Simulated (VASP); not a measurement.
SnTe:

```xyz
2
Lattice="0.0000 3.1509 3.1509 3.1509 0.0000 3.1509 3.1509 3.1509 0.0000" Properties=species:S:1:pos:R:3 pbc="T T T"
Sn    0.0000    0.0000    0.0000
Te    3.1509    3.1509    3.1509
```

| Quantity | Value |
| --- | --- |
| Program | VASP 6.6.1 |
| Task | relaxation of cell and atoms |
| Functional | r2SCAN |
| Potentials or basis | VASP PAW PBE potentials, release 64 (Sn_d, Te) |
| Cutoff | 600 eV |
| k mesh | 10 × 10 × 10 |
| Occupations | gaussian, width 0.03 eV |
| Spin | no spin polarisation |

At the start: pressure 1.6 GPa; volume 31.28 Å³/atom.

Problem. How do energy, volume and symmetry change on relaxing?

Solution. Over 3 steps the energy falls by 5.0 meV/atom and the volume is 32.33 Å³/atom (+3.4 %); space group Fm-3m (No. 225, to 0.05 Å).

The path:
```
step  energy change (eV)  largest force (eV/Å)  pressure (GPa)  volume (Å³)
   1              0.0000                0.0000            1.58        62.56
   2             -0.0090                0.0000           -0.48        65.39
   3             -0.0101                0.0000            0.00        64.67
```

Final structure:
```
Sn Te
1.0
     0.00000    3.18576    3.18576
     3.18576    0.00000    3.18576
     3.18576    3.18576    0.00000
Sn Te
1 1
Direct
  0.00000 0.00000 0.00000
  0.50000 0.50000 0.50000
```

Caveat: the PAW data sets were made with another functional, which shifts forces and pressure a little.
